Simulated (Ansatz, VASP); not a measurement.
# RbZnH3: VASP beside Ansatz, part 2 of 3

Aim: how closely do two programs agree when they are given the same cell, functional and k mesh? The cell is generated by rule, not measured, and may not be a known phase. The cell is taken from a series of runs on this material, whose earlier steps may have relaxed, scaled, displaced or heated it; both programs get it as it stands.

VASP 6.6.1 and Ansatz 0.2.0.

So far: Set-up; Ansatz: zone-centre phonons, PBEsol.

**3. VASP: zone-centre phonons, PBEsol**

Level of this step: PBEsol; plane waves and PAW (Rb_sv, Zn, H); invented cell (VASP).

The same cell, functional and mesh now go to VASP, with its own data sets.

Lines of VASP's logs that name or quote its potential files are left out, and so is its time.

INCAR reads:

```
SYSTEM = RbZnH3
PREC = Accurate
ENCUT = 500
EDIFF = 1E-08
NELM = 120
ISMEAR = 0
SIGMA = 0.01
LREAL = .FALSE.
ALGO = Normal
GGA = PS
NBANDS = 34
LORBIT = 11
LWAVE = .FALSE.
LCHARG = .FALSE.
ISIF = 2
IBRION = 8
LEPSILON = .TRUE.
LASPH = .TRUE.
GGA_COMPAT = .FALSE.
EFERMI = MIDGAP
KPAR = 2
```

POSCAR reads:

```
RbZnH3
1.0
    5.7144655848      0.0000000000      0.0000000000
    0.0000000000      4.7896662081      0.0000000000
   -2.6225484302      0.0000000000      6.0978403784
Rb Zn H
2 2 6
Direct
    0.1470663663      0.5069953191      0.2831887726
    0.8529336337      0.0069953191      0.7168112274
    0.4234440966      0.4635378929      0.8558815915
    0.5765559034      0.9635378929      0.1441184085
    0.4407958595      0.1032833980      0.8929761790
    0.8797076666      0.0132017730      0.2542639863
    0.5592041405      0.6032833980      0.1070238210
    0.5874041433      0.5114552422      0.7103683928
    0.1202923334      0.5132017730      0.7457360137
    0.4125958567      0.0114552422      0.2896316072
```

KPOINTS reads:

```
Automatic mesh
0
Gamma
4 4 4
0 0 0
```

The projector-augmented-wave data sets are Rb_sv, Zn and H (PBE family, release 64).

Launch:

```sh
> mpirun -np 2 vasp_std
```

What it wrote:

```text
[banner, memory and clock lines left out]
running    2 mpi-ranks, on    1 nodes
 distrk:  each k-point on    1 cores,    2 groups
 distr:  one band on    1 cores,    1 groups

 POSCAR found type information on POSCAR RbZnH
 POSCAR found :  3 types and      10 ions
|                                                                             |
|               ----> ADVICE to this user running VASP <----                  |
|                                                                             |
|     You enforced a specific xc type in the INCAR file but a different       |
|     [... a line on the potential file left out ...]
|     I HOPE YOU KNOW WHAT YOU ARE DOING!                                     |
|                                                                             |

 LDA part: xc-table for (Slater+PW92), standard interpolation
 POSCAR, INCAR and KPOINTS ok, starting setup
 FFT: planning ... GRIDC
 FFT: planning ... GRID_SOFT
 FFT: planning ... GRID
 WAVECAR not read
 entering main loop
       N       E                     dE             d eps       ncg     rms          rms(c)
DAV:   1     0.331235218276E+03    0.33124E+03   -0.20404E+04  2040   0.137E+03
DAV:   2     0.859759198899E+01   -0.32264E+03   -0.30092E+03  2154   0.322E+02
DAV:   3    -0.262082701403E+02   -0.34806E+02   -0.34576E+02  2498   0.114E+02
DAV:   4    -0.289387552246E+02   -0.27305E+01   -0.27250E+01  3174   0.201E+01
DAV:   5    -0.289706739439E+02   -0.31919E-01   -0.31912E-01  2700   0.234E+00    0.100E+01
DAV:   6    -0.269604135782E+02    0.20103E+01   -0.31341E+00  2482   0.368E+01    0.650E+00
DAV:   7    -0.265424660755E+02    0.41795E+00   -0.33601E+00  2468   0.890E+00    0.197E+00
DAV:   8    -0.265507123817E+02   -0.82463E-02   -0.18934E-01  2632   0.227E+00    0.105E+00
DAV:   9    -0.265606721259E+02   -0.99597E-02   -0.32429E-02  2532   0.971E-01    0.196E-01
DAV:  10    -0.265622015557E+02   -0.15294E-02   -0.36688E-03  2736   0.426E-01    0.982E-02
DAV:  11    -0.265626395573E+02   -0.43800E-03   -0.88055E-04  2426   0.236E-01    0.391E-02
DAV:  12    -0.265627381305E+02   -0.98573E-04   -0.29480E-04  2430   0.167E-01    0.163E-02
DAV:  13    -0.265627506125E+02   -0.12482E-04   -0.44305E-05  2566   0.359E-02    0.948E-03
DAV:  14    -0.265627639501E+02   -0.13338E-04   -0.22857E-05  2152   0.221E-02    0.281E-03
DAV:  15    -0.265627642007E+02   -0.25066E-06   -0.19306E-06  2608   0.116E-02    0.160E-03
DAV:  16    -0.265627644164E+02   -0.21571E-06   -0.51883E-07  2192   0.381E-03    0.134E-03
DAV:  17    -0.265627644221E+02   -0.56652E-08   -0.91022E-08  2272   0.154E-03
   1 F= -.26562764E+02 E0= -.26562764E+02  d E =0.000000E+00
 Linear response reoptimize wavefunctions to high precision
DAV:   1    -0.265627644175E+02    0.45829E-08   -0.11451E-08  2016   0.618E-04
DAV:   2    -0.265627644175E+02   -0.18190E-10   -0.11455E-09  1540   0.184E-04
DAV:   3    -0.265627644177E+02   -0.14916E-09   -0.17016E-10  1170   0.656E-05
 Linear response G [H, r] |phi>, progress :
  Direction:   1
       N       E                     dE             d eps       ncg     rms
RMM:   1    -0.135245799342E+03   -0.13525E+03    0.89275E+02  3278   0.993E+01
RMM:   2    -0.135664802985E+03   -0.41900E+00   -0.29175E+01  3901   0.249E+01
RMM:   3    -0.136521576310E+03   -0.85677E+00   -0.68678E+00  4547   0.759E+00
RMM:   4    -0.136723405364E+03   -0.20183E+00   -0.19238E+00  5134   0.318E+00
RMM:   5    -0.136777539031E+03   -0.54134E-01   -0.38071E-01  5202   0.132E+00
RMM:   6    -0.136787954401E+03   -0.10415E-01   -0.76861E-02  5277   0.582E-01
RMM:   7    -0.136790872498E+03   -0.29181E-02   -0.29584E-02  5339   0.275E-01
RMM:   8    -0.136791206361E+03   -0.33386E-03   -0.77338E-03  5375   0.137E-01
RMM:   9    -0.136791344175E+03   -0.13781E-03   -0.15153E-03  5471   0.715E-02
RMM:  10    -0.136791407385E+03   -0.63210E-04    0.68384E-04  5456   0.374E-02
RMM:  11    -0.136791434664E+03   -0.27278E-04    0.13967E-03  5399   0.205E-02
RMM:  12    -0.136791453908E+03   -0.19245E-04    0.57018E-04  5324   0.118E-02
RMM:  13    -0.136791455601E+03   -0.16927E-05    0.36317E-04  5161   0.750E-03
RMM:  14    -0.136791455785E+03   -0.18447E-06    0.31263E-04  5008   0.542E-03
RMM:  15    -0.136791455263E+03    0.52260E-06    0.28875E-04  4897   0.433E-03
RMM:  16    -0.136791457591E+03   -0.23283E-05    0.35119E-04  4769   0.383E-03
RMM:  17    -0.136791456921E+03    0.67021E-06    0.35077E-04  4641   0.352E-03
RMM:  18    -0.136791458167E+03   -0.12458E-05    0.33679E-04  4538   0.339E-03
RMM:  19    -0.136791456848E+03    0.13184E-05    0.26125E-04  4479   0.331E-03
RMM:  20    -0.136791457575E+03   -0.72700E-06    0.22464E-04  4456   0.327E-03
 Linear response G [H, r] |phi>, progress :
  Direction:   2
       N       E                     dE             d eps       ncg     rms
[...]
Born effective charge ion    5 direction 3 :  -0.019   0.236  -0.619
 Linear response progress:
  Degree of freedom:  10/ 15
       N       E                     dE             d eps       ncg     rms          rms(c)
RMM:   1    -0.185974679102E-01   -0.18597E-01   -0.13286E-02  5375   0.572E-01
RMM:   2    -0.162508577717E-01    0.23466E-02   -0.73559E-04  3802   0.288E-01    0.127E-01
RMM:   3    -0.166421767544E-01   -0.39132E-03   -0.38343E-04  4445   0.893E-02    0.657E-02
[...]
RMM:   1    -0.167254303585E-01   -0.16725E-01   -0.70845E-03  5071   0.451E-01
RMM:   2    -0.159849753982E-01    0.74045E-03   -0.98461E-04  3710   0.192E-01    0.924E-02
RMM:   3    -0.162379764114E-01   -0.25300E-03   -0.23826E-04  4572   0.590E-02    0.492E-02
RMM:   4    -0.167243014538E-01   -0.48633E-03   -0.12238E-04  4450   0.379E-02    0.658E-03
RMM:   5    -0.167945547984E-01   -0.70253E-04   -0.14631E-05  5399   0.104E-02    0.219E-03
RMM:   6    -0.167976903329E-01   -0.31355E-05   -0.17606E-06  5505   0.450E-03    0.731E-04
RMM:   7    -0.167955953795E-01    0.20950E-05    0.33834E-08  5855   0.195E-03    0.389E-04
RMM:   8    -0.167967633577E-01   -0.11680E-05    0.86297E-08  5656   0.109E-03    0.136E-04
RMM:   9    -0.167964744901E-01    0.28887E-06    0.21847E-07  6373   0.525E-04    0.804E-05
RMM:  10    -0.167965451410E-01   -0.70651E-07    0.68189E-08  5812   0.254E-04    0.168E-05
RMM:  11    -0.167964835591E-01    0.61582E-07   -0.49840E-08  6649   0.127E-04    0.993E-06
RMM:  12    -0.167964569518E-01    0.26607E-07    0.18096E-07  6422   0.623E-05    0.388E-06
RMM:  13    -0.167964682320E-01   -0.11280E-07   -0.47476E-08  6714   0.349E-05    0.197E-06
RMM:  14    -0.167964631333E-01    0.50987E-08    0.83921E-08  6364   0.226E-05    0.712E-07
 first order change of Fermi-energy   0.14839E+00
 force on displaced ion       6 direction 3 :  -3.179  -0.521  -2.254
 Born effective charge ion    6 direction 3 :  -0.153   0.002  -0.633
 Linear response progress:
  Degree of freedom:  13/ 15
       N       E                     dE             d eps       ncg     rms          rms(c)
RMM:   1    -0.182159374303E-01   -0.18216E-01   -0.11642E-02  5451   0.554E-01
RMM:   2    -0.162177617827E-01    0.19982E-02   -0.11514E-03  3824   0.277E-01    0.122E-01
RMM:   3    -0.165587335385E-01   -0.34097E-03   -0.38738E-04  4473   0.859E-02    0.628E-02
RMM:   4    -0.170774226846E-01   -0.51869E-03   -0.17089E-04  4211   0.508E-02    0.113E-02
RMM:   5    -0.171350071435E-01   -0.57584E-04   -0.19751E-05  5003   0.182E-02    0.536E-03
RMM:   6    -0.171724087522E-01   -0.37402E-04   -0.42116E-06  5469   0.651E-03    0.167E-03
RMM:   7    -0.171688377412E-01    0.35710E-05    0.13243E-06  5389   0.353E-03    0.523E-04
RMM:   8    -0.171702078868E-01   -0.13701E-05   -0.29874E-07  6073   0.165E-03    0.322E-04
RMM:   9    -0.171698530224E-01    0.35486E-06    0.28634E-07  5806   0.810E-04    0.922E-05
RMM:  10    -0.171697896640E-01    0.63358E-07   -0.13420E-07  6504   0.398E-04    0.451E-05
RMM:  11    -0.171697046083E-01    0.85056E-07   -0.29155E-08  6286   0.187E-04    0.170E-05
RMM:  12    -0.171696390739E-01    0.65534E-07    0.40344E-07  6725   0.973E-05    0.108E-05
RMM:  13    -0.171696505154E-01   -0.11441E-07   -0.48848E-08  6324   0.512E-05    0.401E-06
RMM:  14    -0.171696479048E-01    0.26106E-08    0.32322E-07  6383   0.313E-05    0.344E-06
RMM:  15    -0.171696522401E-01   -0.43353E-08   -0.10484E-07  6461   0.212E-05    0.125E-06
RMM:  16    -0.171696540415E-01   -0.18014E-08    0.15783E-07  6311   0.168E-05    0.823E-07
RMM:  17    -0.171696543753E-01   -0.33384E-09   -0.15176E-08  5776   0.146E-05    0.179E-07
 first order change of Fermi-energy  -0.84669E-01
 force on displaced ion       8 direction 1 :  -6.814  -1.047   3.811
 Born effective charge ion    8 direction 1 :  -0.796  -0.047   0.187
 Linear response progress:
  Degree of freedom:  14/ 15
       N       E                     dE             d eps       ncg     rms          rms(c)
RMM:   1    -0.163693646354E-01   -0.16369E-01   -0.58024E-03  5248   0.434E-01
RMM:   2    -0.157811009565E-01    0.58826E-03   -0.77716E-04  3872   0.160E-01    0.846E-02
RMM:   3    -0.160331995122E-01   -0.25210E-03   -0.16442E-04  4664   0.499E-02    0.463E-02
RMM:   4    -0.165227570107E-01   -0.48956E-03   -0.92048E-05  4439   0.342E-02    0.493E-03
RMM:   5    -0.165976998251E-01   -0.74943E-04   -0.14346E-05  5259   0.103E-02    0.162E-03
RMM:   6    -0.165865187109E-01    0.11181E-04   -0.27551E-06  5826   0.394E-03    0.674E-04
RMM:   7    -0.165854916858E-01    0.10270E-05   -0.37153E-07  6021   0.169E-03    0.252E-04
RMM:   8    -0.165859653578E-01   -0.47367E-06   -0.13921E-07  6012   0.843E-04    0.731E-05
RMM:   9    -0.165860166667E-01   -0.51309E-07    0.21861E-07  6425   0.396E-04    0.454E-05
RMM:  10    -0.165859808343E-01    0.35832E-07   -0.23364E-07  6203   0.200E-04    0.113E-05
RMM:  11    -0.165859510005E-01    0.29834E-07    0.69335E-08  6690   0.989E-05    0.809E-06
RMM:  12    -0.165859277095E-01    0.23291E-07   -0.63857E-08  6361   0.524E-05    0.368E-06
RMM:  13    -0.165859276751E-01    0.34372E-10    0.29024E-08  6458   0.303E-05    0.216E-06
 first order change of Fermi-energy   0.58187E-01
 force on displaced ion       8 direction 2 :  -1.046  -1.681   0.662
 Born effective charge ion    8 direction 2 :  -0.027  -0.649   0.067
 Linear response progress:
  Degree of freedom:  15/ 15
       N       E                     dE             d eps       ncg     rms          rms(c)
RMM:   1    -0.173507443199E-01   -0.17351E-01   -0.10340E-02  5432   0.482E-01
RMM:   2    -0.160811091998E-01    0.12696E-02   -0.13543E-03  3738   0.232E-01    0.102E-01
RMM:   3    -0.163466562107E-01   -0.26555E-03   -0.31622E-04  4501   0.707E-02    0.532E-02
RMM:   4    -0.168385374535E-01   -0.49188E-03   -0.14847E-04  4435   0.424E-02    0.796E-03
RMM:   5    -0.168973024676E-01   -0.58765E-04   -0.17211E-05  5232   0.120E-02    0.346E-03
RMM:   6    -0.169198483339E-01   -0.22546E-04   -0.37257E-06  5327   0.569E-03    0.922E-04
RMM:   7    -0.169173589431E-01    0.24894E-05    0.16253E-07  5547   0.253E-03    0.500E-04
RMM:   8    -0.169178021747E-01   -0.44323E-06    0.67978E-08  5742   0.137E-03    0.184E-04
RMM:   9    -0.169178382446E-01   -0.36070E-07   -0.15189E-07  6199   0.612E-04    0.934E-05
RMM:  10    -0.169179438770E-01   -0.10563E-06    0.24080E-08  6058   0.319E-04    0.376E-05
RMM:  11    -0.169178513312E-01    0.92546E-07   -0.96459E-07  6529   0.157E-04    0.129E-05
RMM:  12    -0.169178434356E-01    0.78956E-08    0.21249E-07  6629   0.749E-05    0.827E-06
RMM:  13    -0.169178355020E-01    0.79336E-08    0.29623E-08  6295   0.398E-05    0.248E-06
 first order change of Fermi-energy  -0.13591E+00
 force on displaced ion       8 direction 3 :   3.807   0.661  -3.544
 Born effective charge ion    8 direction 3 :   0.180   0.005  -0.687
 Born effective charges drift removed
 Linear response finished
```

(Continued in part 3 of 3.)

[Lines on the potential files, build, host, timing and source positions are cut from VASP's logs without a mark.]

[Logs are printed without paths, hosts, clocks, repeated set-up lines and the standing remarks that a program may print on its own settings, such as how far it seeks lower states.]

[Hosts, paths, dates, database ids (printed as entryN), source tags and the programs' standing remarks are cut or masked in the printed files.]
